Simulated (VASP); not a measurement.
Method: PBEsol GGA, VASP's PBE PAW potentials (set 64) (plane waves; VASP).

A VASP calculation is set up with these files.

INCAR:
```
# general
SYSTEM =AuZn
PREC   =Accurate
ENCUT  =480   # plane-wave cut-off (eV)
LREAL  =F
LASPH  =T   # aspherical one-centre terms

# electronic loop
EDIFF  =1E-7
NELM   =100
ALGO   =Normal   # blocked Davidson
LMAXMIX=6

# smearing
ISMEAR =1   # Methfessel-Paxton
SIGMA  =0.1

# functional
GGA    =PS   # PBEsol

# ions
ISIF   =2   # forces and stress, cell fixed

# output
LWAVE  =F
LCHARG =F
```

POSCAR:
```
AuZn
3.1270380
  0.9999999744   0.0000000000   0.0000000000
  0.0000000000   0.9999999744   0.0000000000
  0.0000000000   0.0000000000   0.9999999744
Zn Au
1 1
direct
  0.5000000000   0.5000000000   0.5000000000
  0.0000000000   0.0000000000   0.0000000000
```

**KPOINTS**
```
Automatic mesh
0
Gamma
12 12 12
0 0 0
```

POTCAR, in this order: Zn Au (PBE.64 set). Program: vasp_std.

Output of the run:

### OSZICAR
```
       N       E                     dE             d eps       ncg     rms          rms(c)
DAV:   1     0.118958195511E+03    0.11896E+03   -0.11220E+04  2568   0.188E+03
DAV:   2    -0.265481685053E+01   -0.12161E+03   -0.11757E+03  2618   0.331E+02
DAV:   3    -0.650749873212E+01   -0.38527E+01   -0.38044E+01  3059   0.680E+01
DAV:   4    -0.653180590433E+01   -0.24307E-01   -0.24307E-01  2940   0.463E+00
DAV:   5    -0.653205685140E+01   -0.25095E-03   -0.25095E-03  3059   0.490E-01    0.926E+00
DAV:   6    -0.599529121615E+01    0.53677E+00   -0.18629E+00  2590   0.172E+01    0.565E+00
DAV:   7    -0.596532058434E+01    0.29971E-01   -0.43533E-02  3479   0.397E+00    0.298E+00
DAV:   8    -0.595518391503E+01    0.10137E-01   -0.80275E-03  3186   0.115E+00    0.120E-01
DAV:   9    -0.595521191647E+01   -0.28001E-04   -0.37540E-04  2863   0.243E-01    0.591E-02
DAV:  10    -0.595521866829E+01   -0.67518E-05   -0.22870E-05  3302   0.780E-02    0.155E-02
DAV:  11    -0.595521860376E+01    0.64532E-07   -0.48773E-06  2968   0.428E-02    0.274E-03
DAV:  12    -0.595521857393E+01    0.29823E-07   -0.58994E-08  1624   0.669E-03
   1 F= -.59552186E+01 E0= -.59551010E+01  d E =-.352808E-03
```

### OUTCAR
```
------------------------ aborting loop because EDIFF is reached ----------------------------------------
  FORCE on cell =-STRESS in cart. coord.  units (eV):
  Direction    XX          YY          ZZ          XY          YZ          ZX
  --------------------------------------------------------------------------------------
  Total        0.0627405      0.0627405      0.0627405      0.0000000      0.0000000     -0.0000000
  in kB        3.2874499      3.2874499      3.2874499      0.0000000      0.0000000     -0.0000000
  external PRESSURE =       3.2874499 kB  Pullay stress =       0.0000000 kB
  volume of cell :       30.58
      direct lattice vectors                 reciprocal lattice vectors
     3.127037920  0.000000000  0.000000000     0.319791453  0.000000000  0.000000000
     0.000000000  3.127037920  0.000000000     0.000000000  0.319791453  0.000000000
     0.000000000  0.000000000  3.127037920     0.000000000  0.000000000  0.319791453
 POSITION                                       TOTAL-FORCE (eV/Angst)
 -----------------------------------------------------------------------------------
      1.56352      1.56352      1.56352         0.000000      0.000000      0.000000
      0.00000      0.00000      0.00000         0.000000      0.000000      0.000000
 -----------------------------------------------------------------------------------
    total drift:                                0.000000      0.000000     -0.000000
  FREE ENERGIE OF THE ION-ELECTRON SYSTEM (eV)
  ---------------------------------------------------
  free  energy   TOTEN  =        -5.9552185739 eV

  energy  without entropy=       -5.9548657663  energy(sigma->0) =       -5.95510097
```
(Selected blocks of OUTCAR.)

The compound is AuZn in the CsCl type structure. It was relaxed first. The electron count is odd and the run is not spin-polarised, which forces a metal.
